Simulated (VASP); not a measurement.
Crystal: HPbNO4.

```
CELL_PARAMETERS angstrom
4.20407 0.00000 0.00000
2.02172 3.83952 0.00000
2.04686 1.27900 6.28132
ATOMIC_POSITIONS crystal
H 0.89145 0.68202 0.62796
Pb 0.14426 0.92872 0.88352
N 0.25670 0.28861 0.30171
O 0.83108 0.65056 0.78405
O 0.38694 0.22380 0.11295
O 0.31104 0.03576 0.45856
O 0.07726 0.60633 0.32275
```

The cell was built by a generator and needn't be a form met in nature.

| Item | Value |
| --- | --- |
| Program | VASP 6.6.1 |
| Task | relaxation of cell and atoms |
| Functional | optB88-vdW |
| Potentials or basis | VASP PAW PBE potentials, release 64 (H, Pb_d, N, O) |
| Cutoff | 600 eV |
| k mesh | 7 × 7 × 5 |
| Occupations | fermi-dirac, width 0.05 eV |
| Spin | no spin polarisation |

At the start: pressure -0.5 GPa; volume 14.48 Å³/atom.

Task: How do energy, volume and symmetry change on relaxing?

Result: Over 31 steps the energy falls by 6.5 meV/atom and the volume is 13.73 Å³/atom (-5.2 %); space group P1 (No. 1, to 0.05 Å).

Step by step:
```
step  energy change (eV)  largest force (eV/Å)  pressure (GPa)  volume (Å³)
   1              0.0000                0.6542           -0.51       101.39
   2              0.0278                1.3505           -4.03       100.72
   3             -0.0116                0.1188           -1.80       101.16
   4             -0.0286                0.2703           -0.77        98.87
   5             -0.0306                0.4317           -0.21        97.77
   6             -0.0294                0.6003            0.51        95.99
   7             -0.0346                0.1624            0.11        96.94
   8             -0.0363                0.1621            0.15        96.84
   9             -0.0365                0.2787            0.17        96.79
  10             -0.0373                0.2436            0.15        96.77
  11             -0.0391                0.1382            0.08        96.73
  12             -0.0408                0.1299           -0.05        96.65
  13             -0.0409                0.1462           -0.08        96.64
  14             -0.0417                0.1053           -0.08        96.59
  15             -0.0424                0.0727           -0.07        96.50
  16             -0.0427                0.0759           -0.10        96.44
  17             -0.0428                0.0818           -0.11        96.42
  18             -0.0431                0.0757           -0.07        96.36
  19             -0.0437                0.0677            0.05        96.17
  20             -0.0441                0.1509            0.32        95.79
  21             -0.0443                0.1170            0.28        95.76
  22             -0.0445                0.0362            0.17        95.67
  23             -0.0445                0.0381            0.17        95.68
  24             -0.0446                0.0289            0.15        95.71
  25             -0.0448                0.0252            0.09        95.80
  26             -0.0449                0.0688           -0.04        95.99
  27             -0.0450                0.0417           -0.03        96.02
  28             -0.0451                0.0379           -0.01        96.10
  29             -0.0451                0.0307           -0.02        96.11
  30             -0.0451                0.0319           -0.04        96.14
  31             -0.0452                0.0200           -0.04        96.14
```

Final structure:
```
H Pb N O
1.0
     4.10350   -0.00655    0.00445
     1.96734    3.73632   -0.01236
     2.00261    1.21872    6.26273
H Pb N O
1 1 1 4
Cartesian
  6.2563 3.2997 3.8808
  4.1893 4.6028 5.5380
  2.2267 1.4357 1.9058
  6.2565 3.3663 4.8666
  2.2612 0.9297 0.7162
  2.2662 0.6727 2.9056
  2.1510 2.6917 2.0240
```

Caveat: the standard files for N, O and F lose accuracy on very short bonds; the PAW data sets were made with another functional, which shifts forces and pressure a little.
